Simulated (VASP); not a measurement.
A VASP calculation is set up with these files.

**KPOINTS**
```
kpoints
0
Gamma
9 9 9
0 0 0
```

### INCAR
```
! general
SYSTEM  = BAs
PREC    = Accurate
ENCUT   = 520
LREAL   = F
LASPH   = T

! electronic loop
EDIFF   = 1E-6
NELM    = 100
ALGO    = Normal
LMAXMIX = 4

! smearing
ISMEAR  = 0
SIGMA   = 0.05

! functional
GGA     = PE

! ions
ISIF    = 2

! output
LWAVE   = F
LCHARG  = F
```

POSCAR:
```
BAs
3.3362570
  0.0000000000   0.7163782646   0.6977121367
  0.6958600611   0.0000000000   0.6977121367
  0.6958600611   0.7163782646   0.0000000000
B As
1 1
direct
  0.0000000000   0.0000000000   0.0000000000
  0.2345770000   0.2654230000   0.2654230000
```

POTCAR, in this order: B As (PBE.64 set). Program: vasp_std.

Question: Write an equivalent input for Ansatz.

Answer: One equivalent input (not run):
Ansatz 0.2 input:
```yaml
crystal:
  lattice:
    - [0.0000000, 2.3900220, 2.3277470]
    - [2.3215680, 0.0000000, 2.3277470]
    - [2.3215680, 2.3900220, 0.0000000]
  atoms:
    - { symbol: B, position: [0.0000000, 0.0000000, 0.0000000] }
    - { symbol: As, position: [0.2345770, 0.2654230, 0.2654230] }
kpoints:
  mp_grid: { grid: [9, 9, 9] }
hamiltonian:
  xc: pbe
  pseudopotentials: { kind: paw }
scf:
  occupations: { method: gaussian, width: 0.05 }
  max_iter: 100
output: { forces: true, stress: true, eigenvalues: true }
```
The two are equivalent in intent, not identical: each code has its own PAW files, so the cut-off isn't converted (ENCUT is set for VASP's; basis.ecutwfc is left out, and Ansatz then takes the one that its files recommend); Ansatz stops its SCF on the density residual and VASP on the energy change (EDIFF).

The compound is BAs in the zinc blende structure. The cell was not relaxed at this level, atoms are displaced from their ideal sites.
